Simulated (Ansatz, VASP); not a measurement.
## Cross-check of InSe (twisted InSe bilayer, 38.21 deg) between VASP and Ansatz

Wanted: the spread between two codes on one cell, functional and k mesh. The cell is taken from a series of runs on this material, whose earlier steps may have relaxed, scaled, displaced or heated it; both programs get it as it stands.

Main program and level: Ansatz 0.2.0; plane waves, with VASP 6.6.1 beside it; PBE with D4.

### 1. The starting structure

The cell holds 56 atoms: 28 In and 28 Se. Cell: a = 10.583 Å, b = 10.583 Å, c = 25.910 Å, α = 90.0°, β = 90.0°, γ = 120.0°. It derives from InSe. As first built, before any earlier steps moved the atoms or strained the cell (in the runner's words): InSe (a = 4.0 A) under InSe (a = 4.0 A), bilayer, commensurate cell of 7 unit cells a layer, twist 38.21 deg; facing atoms 3.23 A apart;; flat layers, displaced by a Gaussian of 0.01 A. Vacuum lies along c.

### 2. VASP: single point, PBE with D4

A single point takes one fixed geometry, so differences don't come from the geometry; what else differs is listed under the comparison.

Lines of VASP's logs that name or quote its potential files are left out, and so is its time.

The input, INCAR:

```
SYSTEM = InSe
PREC = Accurate
ENCUT = 400
EDIFF = 1E-06
NELM = 120
ISMEAR = 0
SIGMA = 0.025
LREAL = Auto
ALGO = Normal
GGA = PE
IVDW = 13
NBANDS = 312
LORBIT = 11
LWAVE = .FALSE.
LCHARG = .FALSE.
ISIF = 2
LASPH = .TRUE.
GGA_COMPAT = .FALSE.
EFERMI = MIDGAP
NCORE = 2
```

The input, POSCAR:

```
InSe
1.0
   10.5830000000      0.0000000000      0.0000000000
   -5.2915000000      9.1651500000      0.0000000000
    0.0000000000      0.0000000000     25.9100000000
In Se
28 28
Direct
    0.1911200000      0.2365900000      0.3875100000
    0.1906500000      0.2370600000      0.2798200000
    0.3335600000      0.6666500000      0.3883200000
    0.3335800000      0.6665700000      0.2804100000
    0.4741700000      0.0912900000      0.3867900000
    0.4749500000      0.0930000000      0.2793900000
    0.6175400000      0.5260300000      0.3867700000
    0.6185100000      0.5251100000      0.2793700000
    0.7636400000      0.9543200000      0.3874300000
    0.7630900000      0.9533600000      0.2797300000
    0.9089900000      0.3826700000      0.3867100000
    0.9070800000      0.3815800000      0.2792900000
    0.0459100000      0.8090600000      0.3873600000
    0.0467700000      0.8093800000      0.2796700000
    0.6184000000      0.0930200000      0.7206600000
    0.6174700000      0.0912000000      0.6132600000
    0.4749100000      0.3816300000      0.7207900000
    0.4740800000      0.3825800000      0.6133900000
    0.1905500000      0.9532300000      0.7203400000
    0.1910000000      0.9541400000      0.6126400000
    0.3334400000      0.6666100000      0.7196700000
    0.3335600000      0.6666300000      0.6117600000
    0.0466500000      0.2370400000      0.7202700000
    0.0458000000      0.2364900000      0.6125700000
    0.7630600000      0.8094400000      0.7203000000
    0.7636000000      0.8089900000      0.6126000000
    0.9070100000      0.5252600000      0.7207000000
    0.9088900000      0.5260400000      0.6132800000
    0.2379800000      0.0454900000      0.4382700000
    0.2375400000      0.0467900000      0.2287700000
    0.3793700000      0.4739100000      0.4385100000
    0.3795700000      0.4758200000      0.2291700000
    0.5263600000      0.9052100000      0.4384800000
    0.5241900000      0.9034000000      0.2291500000
    0.6669800000      0.3333700000      0.4345100000
    0.6667800000      0.3331900000      0.2300300000
    0.8080200000      0.7621800000      0.4382200000
    0.8096100000      0.7625600000      0.2287200000
    0.9545800000      0.1922700000      0.4382800000
    0.9534500000      0.1904100000      0.2287200000
    0.0950100000      0.6209400000      0.4384400000
    0.0967900000      0.6204600000      0.2291200000
    0.6668100000      0.3332100000      0.7700300000
    0.6667900000      0.3333000000      0.5655700000
    0.5241600000      0.6205800000      0.7709300000
    0.5262600000      0.6207400000      0.5616100000
    0.2373100000      0.1904000000      0.7713000000
    0.2380500000      0.1921800000      0.5618400000
    0.3795600000      0.9034400000      0.7709100000
    0.3792100000      0.9051100000      0.5615800000
    0.0966100000      0.4758900000      0.7708800000
    0.0949900000      0.4738600000      0.5615900000
    0.8095500000      0.0467400000      0.7712800000
    0.8078700000      0.0454400000      0.5617700000
    0.9532400000      0.7625900000      0.7713800000
    0.9546300000      0.7621300000      0.5617400000
```

The input, KPOINTS:

```
Automatic mesh
0
Gamma
1 1 1
0 0 0
```

The projector-augmented-wave data sets are In_d and Se (PBE family, release 64).

The run is started by

```console
$ mpirun -np 8 vasp_gam
```

Numbers of over 12 decimals in the logs are rounded to 6 here.

The program printed:

```text
[banner, memory and clock lines left out]
running    8 mpi-ranks, on    1 nodes
[...]
LDA part: xc-table for (Slater+PW92), standard interpolation
 POSCAR, INCAR and KPOINTS ok, starting setup
[...]
entering main loop
       N       E                     dE             d eps       ncg     rms          rms(c)
DAV:   1     0.639065586547E+04    0.63907E+04   -0.21760E+05   640   0.157E+03
DAV:   2     0.105169492263E+04   -0.53390E+04   -0.52309E+04   680   0.441E+02
DAV:   3    -0.761164674814E+02   -0.11278E+04   -0.10874E+04   728   0.229E+02
DAV:   5    -0.204149029971E+03   -0.41404E+01   -0.41095E+01   728   0.133E+01    0.298E+01
[...]
DAV:  22    -0.197923576521E+03   -0.90668E-05   -0.28569E-07   400   0.987E-04    0.421E-04
DAV:  23    -0.197923578467E+03   -0.19462E-05   -0.82229E-08   416   0.105E-03    0.201E-04
DAV:  24    -0.197923578800E+03   -0.33242E-06   -0.32862E-08   384   0.886E-04
   1 F= -.21381117E+03 E0= -.21381117E+03  d E =0.000000E+00
```

OUTCAR, selected parts (step 2):

```text
  Edisp (eV):  -15.88759

  Total       3.60417     3.61561    -0.40354     0.00811    -0.01936     0.01724
  in kB       2.29774     2.30503    -0.25726     0.00517    -0.01234     0.01099
  external pressure =        1.45 kB  Pullay stress =        0.00 kB

 POSITION                                       TOTAL-FORCE (eV/Angst)
 -----------------------------------------------------------------------------------
      0.77071      2.16838     10.04038        -0.000772     -0.001133     -0.015765
      0.76325      2.17269      7.25014         0.003386     -0.002631      0.008538
      0.00249      6.10995     10.06137         0.001049     -0.000025     -0.010625
      0.00312      6.10921      7.26542        -0.002653      0.001334      0.016313
      4.53508      0.83669     10.02173        -0.002522     -0.000075     -0.012547
      4.53429      0.85236      7.23899        -0.000148     -0.001916      0.010098
      3.75194      4.82114     10.02121         0.000119      0.001316     -0.013196
      3.76707      4.81271      7.23848        -0.002421      0.000771      0.008834
      3.03182      8.74649     10.03831         0.000179      0.001583     -0.015108
      3.03108      8.73769      7.24780         0.000029      0.000549      0.012310
      7.59494      3.50723     10.01966         0.000466     -0.001689     -0.013194
      7.58050      3.49724      7.23640         0.002298      0.000392      0.014643
     -3.79528      7.41516     10.03650        -0.000695      0.002448     -0.012338
     -3.78787      7.41809      7.24625        -0.001721     -0.001610      0.015008
[...]
-----------------------------------------------------------------------------------
    total drift:                                0.015169     -0.001123      0.008538

  FREE ENERGIE OF THE ION-ELECTRON SYSTEM (eV)
  ---------------------------------------------------
  free  energy   TOTEN  =      -213.8111665486 eV

  energy  without entropy=     -213.8111665486  energy(sigma->0) =     -213.81116655

[... 3 further parts left out ...]
[key lines of the parts left out:]
E-fermi :   0.9524
```

### 3. Ansatz: single point, PBE with D4

Ansatz runs on its default PAW (the set named soft_2) files.

The same cell, functional, mesh and smearing now go to Ansatz, which takes its cutoff from its data sets.

The input, input.yaml:

```yaml
crystal:
  lattice:
    - [10.583, 0.0, 0.0]
    - [-5.2915, 9.16515, 0.0]
    - [0.0, 0.0, 25.91]
  atoms:
    - { symbol: In, position: [0.19112, 0.23659, 0.38751] }
    - { symbol: In, position: [0.19065, 0.23706, 0.27982] }
    - { symbol: Se, position: [0.23798, 0.04549, 0.43827] }
    - { symbol: Se, position: [0.23754, 0.04679, 0.22877] }
    - { symbol: In, position: [0.33356, 0.66665, 0.38832] }
    - { symbol: In, position: [0.33358, 0.66657, 0.28041] }
    - { symbol: Se, position: [0.37937, 0.47391, 0.43851] }
    - { symbol: Se, position: [0.37957, 0.47582, 0.22917] }
    - { symbol: In, position: [0.47417, 0.09129, 0.38679] }
    - { symbol: In, position: [0.47495, 0.093, 0.27939] }
    - { symbol: Se, position: [0.52636, 0.90521, 0.43848] }
    - { symbol: Se, position: [0.52419, 0.9034, 0.22915] }
    - { symbol: In, position: [0.61754, 0.52603, 0.38677] }
    - { symbol: In, position: [0.61851, 0.52511, 0.27937] }
    - { symbol: Se, position: [0.66698, 0.33337, 0.43451] }
    - { symbol: Se, position: [0.66678, 0.33319, 0.23003] }
    - { symbol: In, position: [0.76364, 0.95432, 0.38743] }
    - { symbol: In, position: [0.76309, 0.95336, 0.27973] }
    - { symbol: Se, position: [0.80802, 0.76218, 0.43822] }
    - { symbol: Se, position: [0.80961, 0.76256, 0.22872] }
    - { symbol: In, position: [0.90899, 0.38267, 0.38671] }
    - { symbol: In, position: [0.90708, 0.38158, 0.27929] }
    - { symbol: Se, position: [0.95458, 0.19227, 0.43828] }
    - { symbol: Se, position: [0.95345, 0.19041, 0.22872] }
    - { symbol: In, position: [0.04591, 0.80906, 0.38736] }
    - { symbol: In, position: [0.04677, 0.80938, 0.27967] }
    - { symbol: Se, position: [0.09501, 0.62094, 0.43844] }
    - { symbol: Se, position: [0.09679, 0.62046, 0.22912] }
    - { symbol: In, position: [0.6184, 0.09302, 0.72066] }
    - { symbol: In, position: [0.61747, 0.0912, 0.61326] }
    - { symbol: Se, position: [0.66681, 0.33321, 0.77003] }
    - { symbol: Se, position: [0.66679, 0.3333, 0.56557] }
    - { symbol: In, position: [0.47491, 0.38163, 0.72079] }
    - { symbol: In, position: [0.47408, 0.38258, 0.61339] }
    - { symbol: Se, position: [0.52416, 0.62058, 0.77093] }
    - { symbol: Se, position: [0.52626, 0.62074, 0.56161] }
    - { symbol: In, position: [0.19055, 0.95323, 0.72034] }
    - { symbol: In, position: [0.191, 0.95414, 0.61264] }
    - { symbol: Se, position: [0.23731, 0.1904, 0.7713] }
    - { symbol: Se, position: [0.23805, 0.19218, 0.56184] }
    - { symbol: In, position: [0.33344, 0.66661, 0.71967] }
    - { symbol: In, position: [0.33356, 0.66663, 0.61176] }
    - { symbol: Se, position: [0.37956, 0.90344, 0.77091] }
    - { symbol: Se, position: [0.37921, 0.90511, 0.56158] }
    - { symbol: In, position: [0.04665, 0.23704, 0.72027] }
    - { symbol: In, position: [0.0458, 0.23649, 0.61257] }
    - { symbol: Se, position: [0.09661, 0.47589, 0.77088] }
    - { symbol: Se, position: [0.09499, 0.47386, 0.56159] }
    - { symbol: In, position: [0.76306, 0.80944, 0.7203] }
    - { symbol: In, position: [0.7636, 0.80899, 0.6126] }
    - { symbol: Se, position: [0.80955, 0.04674, 0.77128] }
    - { symbol: Se, position: [0.80787, 0.04544, 0.56177] }
    - { symbol: In, position: [0.90701, 0.52526, 0.7207] }
    - { symbol: In, position: [0.90889, 0.52604, 0.61328] }
    - { symbol: Se, position: [0.95324, 0.76259, 0.77138] }
    - { symbol: Se, position: [0.95463, 0.76213, 0.56174] }
kpoints:
  mp_grid: { grid: [1, 1, 1] }
hamiltonian:
  xc: pbe
  dispersion: d4
scf:
  occupations: { method: gaussian, width: 0.025 }
output:
  forces: true
  populations: true
  dos:
    method: { smearing: { sigma: 0.15 } }
    de: 0.1
    projected:
      site_lists:
        In: [In]
        Se: [Se]
        layer_1: [0, 1, 2, 3, 4, 5, 6, 7, 8, 9, 10, 11, 12, 13, 14, 15, 16, 17, 18, 19, 20, 21, 22, 23, 24, 25, 26, 27]
        layer_2: [28, 29, 30, 31, 32, 33, 34, 35, 36, 37, 38, 39, 40, 41, 42, 43, 44, 45, 46, 47, 48, 49, 50, 51, 52, 53, 54, 55]
  eigenvalues: true
  write_density: true
  write_potential: true
  volumetric_format: npy
  elf: true
```

The run is started by

```console
$ ansatz run input.yaml --threads 4 --pin off --max-ram 8192MiB --backend cpu --events-out ev --progress --plain --runs-dir out
```

The program printed:

```text
Engine: ansatz 0.2.0, aarch64-unknown-linux-gnu
Pseudopotentials: kind: paw
Pseudopotential: In, paw, valence charge 13, recommended cutoff 420 eV (normal), In.paw.azcp
Pseudopotential: Se, paw, valence charge 16, recommended cutoff 420 eV (normal), Se.paw.azcp
Functional definition: PBE
  parameter kappa = 0.804
  parameter beta = 0.066725
  exchange = pbe_x(kappa = kappa, mu = beta*pi^2/3)
  correlation = pbe_c(beta = beta)
Crystal: 56 atoms, lattice volume = 2513.135 Å³
Basis set: ecut = 420 eV, 49125 PW (Γ), exchange–correlation on 144×144×360 points (8 copies of the dense FFT grid, shifted against one another)
Bands: 488, of which v1, the nominal top of the filled ones, is band 406 counted from 1 (405 counted from 0)
Symmetry: 1 space group operations
Space group: P1 (ITA 1), of the structure as read, at distance tolerance 1.4e-4 Å
k-points: 1
Non-local potential: In, projectors of the file, l = 0: 2, l = 1: 2, l = 2: 2, l = 3: 2
Non-local potential: Se, projectors of the file, l = 0: 2, l = 1: 2, l = 2: 3, l = 3: 1
PAW form: soft (Blöchl's): semilocal exchange-correlation on the pseudo side does not see the compensation charge
PAW one-centre angular grid: In, 590 points (default); XC on 64 Gauss nodes
PAW one-centre angular grid: Se, 590 points (default); XC on 64 Gauss nodes
Initial density: superposition of atomic densities (neutral atoms: chi_scale 0, normalization atom), corrected by the library's trained network
Initial wavefunctions: pseudopotential atomic-orbital guess
Functional: x = pbe(κ = 0.804, μ = 0.219515), c = pbe(β = 0.066725)
SCF iter   1: F=—  HF=-309918.032827 eV  |F-HF|=—  |Δ(HF+E_count)|=         —  Δρ=1.67e-3  dr2=5.28e-1  ethr=1.77e-3  ⟨swp⟩=6.0  Hψ=1912  notcnv=0  defer=14
preconditioner: auto → Resta (q_TF=auto, 2.260 Å⁻¹)  ε∞=2.5  [insulator: Δε(μ)=1.239 eV  Ē_g=13.807 eV  σ=0.025 eV  W_gap=1.00  n_scr=474 (ndim 8)  ℏωp=17.1 eV  f_vac=0.367  D(μ)=0.00/eV (n_scr^D=0)  ε∞_Penn≈2.5  vacuum switching on, ρ_ref=1.4e-2 e/Å³]
SCF iter   2: F=—  HF=-309918.029311 eV  |F-HF|=—  |Δ(HF+E_count)|=   3.52e-3  Δρ=1.39e-3  dr2=5.94e-1  ethr=6.51e-5  ⟨swp⟩=3.0  Hψ=633  notcnv=0  defer=77
SCF iter   3: F=—  HF=-309917.974183 eV  |F-HF|=—  |Δ(HF+E_count)|=   5.51e-2  Δρ=4.29e-4  dr2=1.95e-2  ethr=6.51e-5  ⟨swp⟩=2.0  Hψ=488  notcnv=0  defer=77
SCF iter   4: F=—  HF=-309917.974335 eV  |F-HF|=—  |Δ(HF+E_count)|=   1.52e-4  Δρ=2.14e-4  dr2=2.26e-3  ethr=2.40e-6  ⟨swp⟩=2.0  Hψ=496  notcnv=0  defer=77
SCF iter   5: F=—  HF=-309917.975028 eV  |F-HF|=—  |Δ(HF+E_count)|=   6.93e-4  Δρ=6.62e-5  dr2=1.47e-4  ethr=2.78e-7  ⟨swp⟩=2.0  Hψ=537  notcnv=0  defer=77
SCF iter   6: F=—  HF=-309917.975126 eV  |F-HF|=—  |Δ(HF+E_count)|=   9.81e-5  Δρ=1.70e-5  dr2=1.05e-5  ethr=1.81e-8  ⟨swp⟩=2.0  Hψ=677  notcnv=0  defer=77
SCF iter   7: F=—  HF=-309917.975913 eV  |F-HF|=—  |Δ(HF+E_count)|=   7.86e-4  Δρ=6.78e-6  dr2=1.38e-6  ethr=1.29e-9  ⟨swp⟩=2.0  Hψ=894  notcnv=0  defer=77
SCF iter   8: F=—  HF=-309917.975915 eV  |F-HF|=—  |Δ(HF+E_count)|=   2.37e-6  Δρ=2.82e-6  dr2=1.13e-6  ethr=1.70e-10  ⟨swp⟩=2.0  Hψ=755  notcnv=0  defer=77
SCF iter   9: F=—  HF=-309917.975915 eV  |F-HF|=—  |Δ(HF+E_count)|=   9.84e-9  Δρ=1.48e-6  dr2=3.40e-7  ethr=1.39e-10  ⟨swp⟩=2.0  Hψ=495  notcnv=0  defer=77
SCF iter  10: F=-309917.975915 eV  HF=-309917.975915 eV  |F-HF|=6.98e-9  |Δ(HF+E_count)|=   1.33e-8  Δρ=5.74e-7  dr2=2.25e-8  ethr=1.23e-11  ⟨swp⟩=15.0  Hψ=3740  notcnv=0
SCF 1 converged in 10 iterations: F = -309917.975915 eV  dr2 = 2.25e-8
  greatest PAW one-centre occupation: 1.000 electrons in one spin orbital (limit 2), on the Se atom at site 43 (counted from 0), in its partial waves of l = 2
[...]
atom  10  In     0.00000489     0.00017652    -0.00299061
  atom  11  Se    -0.00021855    -0.00371417     0.00077377
  atom  12  Se     0.00079489     0.00259806     0.00123293
  atom  13  In     0.00182079     0.00131276    -0.00061233
  atom  14  In    -0.00068128     0.00011626    -0.00448397
  atom  15  Se    -0.00023483    -0.00080245     0.00220521
  atom  16  Se    -0.00034981     0.00123885     0.00271657
  atom  17  In    -0.00008833    -0.00007898    -0.00077633
  atom  18  In    -0.00059729    -0.00022698     0.00008188
  atom  19  Se    -0.00153513    -0.00086974     0.00250130
  atom  20  Se    -0.00065258    -0.00224518     0.00143592
  atom  21  In     0.00034263    -0.00195111    -0.00043788
  atom  22  In     0.00012304    -0.00056385     0.00145033
  atom  23  Se     0.00067587     0.00169343     0.00030139
  atom  24  Se    -0.00305142     0.00069542     0.00088430
  atom  25  In     0.00079147     0.00259358     0.00156471
  atom  26  In    -0.00024447    -0.00183402     0.00267632
  atom  27  Se     0.00227060    -0.00133422     0.00143217
  atom  28  Se    -0.00189754    -0.00010011     0.00011889
  atom  29  In    -0.00030413     0.00026063     0.00281456
  atom  30  In     0.00314392    -0.00000814     0.00120757
  atom  31  Se     0.00123680     0.00159931    -0.00306340
  atom  32  Se    -0.00125205    -0.00014506    -0.00360961
  atom  33  In    -0.00046362    -0.00042556    -0.00035176
[...]
atom  49  In    -0.00043975    -0.00254838     0.00098071
  atom  50  In     0.00016299     0.00064455     0.00021658
  atom  51  Se    -0.00073988     0.00172043     0.00008254
  atom  52  Se    -0.00309924    -0.00093086    -0.00186440
  atom  53  In    -0.00048814    -0.00242313     0.00145654
  atom  54  In    -0.00094238     0.00265420     0.00184644
  atom  55  Se    -0.00021377    -0.00116465    -0.00252105
  atom  56  Se     0.00021659    -0.00215281     0.00069326
  max |Σ_I F_I| component: 4.23e-5 eV/Å
--- Band table (eV) ---
  k-point 0: bands = [... 402 lower, 1.8547, 1.8549, 1.9753, 2.4043, 3.6504, 4.2555, 4.8493, 4.8874, ... 78 higher]
--- Löwdin populations: 56 sites ---
  site symbol       q [e]
     0     In     12.7806
     1     In     12.7496
     2     Se     16.1748
     3     Se     16.1861
     4     In     12.7723
     5     In     12.7494
     6     Se     16.1751
     7     Se     16.1862
     8     In     12.7766
     9     In     12.7498
    10     Se     16.1752
    11     Se     16.1861
    12     In     12.7766
    13     In     12.7498
    14     Se     16.1772
    15     Se     16.1874
    16     In     12.7807
    17     In     12.7496
    18     Se     16.1748
    19     Se     16.1860
    20     In     12.7768
    21     In     12.7497
    22     Se     16.1748
    23     Se     16.1859
[...]
48     In     12.7496
    49     In     12.7806
    50     Se     16.1860
    51     Se     16.1747
    52     In     12.7498
    53     In     12.7766
    54     Se     16.1858
    55     Se     16.1747
  spilling = 0.001915 (of n_electrons = 812.000000)
```

The column dr2 measures how far the density is from self-consistency, as an energy; F and HF (Harris–Foulkes) agree once it is small.

### 4. Side by side

Known differences besides the potentials themselves: the data sets hold 812 valence electrons in Ansatz (on its default PAW (the set named soft_2) files) and 532 in VASP; the cutoff is 420 eV in Ansatz and 400 eV in VASP (PREC = Accurate, projectors in real space). Total energies have different zeros and are not compared.

Both answers:

```csv
quantity,Ansatz,VASP,difference
gap on the k mesh (eV),1.246,1.236,+0.010
```

The largest component of a force difference here is 23 meV/Å. A gap on the mesh is an upper bound, since the band edges may lie between its points. Where the cell holds vacuum, a pressure given here is an average over it and none of the material.

### 5. What came out

```json
{
  "difference in gap on the k mesh (single point, PBE with D4)": "0.010 eV",
  "r.m.s. force difference (single point, PBE with D4)": "9.9 meV/Å"
}
```

In words: The r.m.s. force difference is 9.9 meV/Å (single point, PBE with D4), within the 12 meV/Å picked in this series as the mark of a large difference. The data sets hold unlike numbers of valence electrons (812 in Ansatz and 532 in VASP), so part of the differences may come from the potentials. Such differences can come from data sets, numerical settings and the points named under the comparisons, not from the functional's error against experiment.

[Lines on the potential files, build, host, timing and source positions are cut from VASP's logs without a mark.]

[Logs are printed without paths, hosts, clocks, repeated set-up lines and the standing remarks that a program may print on its own settings, such as how far it seeks lower states.]

[Hosts, paths, dates, database ids (printed as entryN), source tags and the programs' standing remarks are cut or masked in the printed files.]
